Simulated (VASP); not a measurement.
The input files of a VASP run:

**KPOINTS**
```
Regular mesh
0
gamma
  6 6 4
```

**POSCAR**
```
PbI2
1
    2.3086888220    -3.9533788529     0.0000000000
    2.2300751213     3.9079912135     0.0000000000
    0.0000000000    -0.0000000000     7.0320761878
Pb I
1 2
Direct
  0.0000000000   0.0000000000   0.0000000000
  0.3333330000   0.6666670000   0.2655665691
  0.6666670000   0.3333330000   0.7344334309
```

**INCAR**
```
SYSTEM = PbI2
PREC = Accurate; ENCUT = 480; LREAL = .FALSE.
LASPH = .TRUE.
EDIFF = 1E-7; NELM = 100; ALGO = Normal
LMAXMIX = 4
ISMEAR = 0; SIGMA = 0.05
GGA = PS
IBRION = 2; NSW = 30; ISIF = 2
EDIFFG = -0.01
LWAVE = .FALSE.; LCHARG = .FALSE.
```

POTCAR, in this order: Pb_d I (PBE.64 set). Program: vasp_std.

Task: Translate this PBEsol calculation to Ansatz.

Result: One equivalent input (not run):
Ansatz 0.2 input:
```yaml
crystal:
  lattice:
    - [2.3086888, -3.9533789, 0.0000000]
    - [2.2300751, 3.9079912, 0.0000000]
    - [0.0000000, 0.0000000, 7.0320762]
  atoms:
    - { symbol: Pb, position: [0.0000000, 0.0000000, 0.0000000] }
    - { symbol: I, position: [0.3333330, 0.6666670, 0.2655666] }
    - { symbol: I, position: [0.6666670, 0.3333330, 0.7344334] }
kpoints:
  mp_grid: { grid: [6, 6, 4] }
hamiltonian:
  xc: pbesol
  pseudopotentials: { kind: paw }
scf:
  occupations: { method: gaussian, width: 0.05 }
  max_iter: 100
relax:
  max_steps: 30
  f_tol: 0.01
output: { forces: true, stress: true, eigenvalues: true }
```
What does not carry over: each code has its own PAW files, so the cut-off isn't converted (ENCUT is set for VASP's; basis.ecutwfc is left out, and Ansatz then takes the one that its files recommend); Ansatz stops its SCF on the density residual and VASP on the energy change (EDIFF).

The compound is PbI2 in the 1T layered structure. This cell was strained or had an atom moved on purpose. Symmetry was kept, so distortions that lower it aren't found.
